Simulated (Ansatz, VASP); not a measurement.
One calculation of Be5Ge, two programs

The input INCAR:

```
PREC = Accurate ; ENCUT = 600
EDIFF = 1E-6 ; ISMEAR = 0
SIGMA = 0.1 ; LREAL = F
LASPH = T ; NELM = 100
ALGO = Normal ; ISIF = 3
LWAVE = F ; LCHARG = F
GGA = PS ; IBRION = 2
NSW = 100 ; EDIFFG = -0.005
```

The input KPOINTS:

```
regular mesh
0
Gamma
  9 9 10
```

File POSCAR:

```
Be5Ge
1.0
    4.4090319617      0.0000000000      0.0000000000
   -2.2045159808      3.8183336850      0.0000000000
    0.0000000000      0.0000000000      3.5929741809
Be Ge
5 1
Direct
    0.3333333333      0.6666666667      0.0000000000
    0.6666666667      0.3333333333      0.0000000000
    0.5000000000      0.0000000000      0.5000000000
    0.5000000000      0.5000000000      0.5000000000
    0.0000000000      0.5000000000      0.5000000000
    0.0000000000      0.0000000000      0.0000000000
```

Input for Ansatz:

```yaml
crystal:
  lattice:
    - [4.4090319617, 0.0, 0.0]
    - [-2.2045159808, 3.818333685, 0.0]
    - [0.0, 0.0, 3.5929741809]
  atoms:
    - { symbol: Be, position: [0.3333333333, 0.6666666667, 0.0] }
    - { symbol: Be, position: [0.6666666667, 0.3333333333, 0.0] }
    - { symbol: Be, position: [0.5, 0.0, 0.5] }
    - { symbol: Be, position: [0.5, 0.5, 0.5] }
    - { symbol: Be, position: [0.0, 0.5, 0.5] }
    - { symbol: Ge, position: [0.0, 0.0, 0.0] }
basis:
  ecutwfc: 420
kpoints:
  mp_grid: { grid: [9, 9, 10] }
hamiltonian:
  xc: pbesol
scf:
  occupations: { method: gaussian, width: 0.1 }
output:
  forces: true
  stress: true
  eigenvalues: true
relax:
  adjacent_minimum: "off"
  f_tol: 0.005
  max_steps: 80
  cell: { stress_tol: 0.05 }
```

The cell comes from a database or a generator and needn't be the stable form of this composition.

Alike in both runs: task relaxation of cell and atoms; functional PBEsol; k mesh 9 × 9 × 10; occupations gaussian, width 0.1 eV; no spin polarisation.

```csv
,VASP,Ansatz
version,VASP 6.6.1,Ansatz 0.2.0
potentials or method,"VASP PAW PBE potentials, release 64 (Be, Ge_d)","scalar-relativistic, plane waves, PAW"
plane-wave cutoff (eV),600,420
valence electrons in the cell,24,24
```

Ansatz gave:

- gap on the k mesh at the Fermi level, each at its own relaxed structure (eV): none
- relaxed volume (Å³/atom): 10.06
- relaxed cell length with the largest relative difference (Å): 3.590

Problem. What did VASP give for the same quantities?

Solution. gap on the k mesh at the Fermi level, each at its own relaxed structure (eV): none; relaxed volume (Å³/atom): 10.09; relaxed cell length with the largest relative difference (Å): 3.594.

A gap of «none» marks a metal or a gap that the smearing closes.

Caveats: the PAW data sets were made with another functional, which shifts forces and pressure a little (VASP).
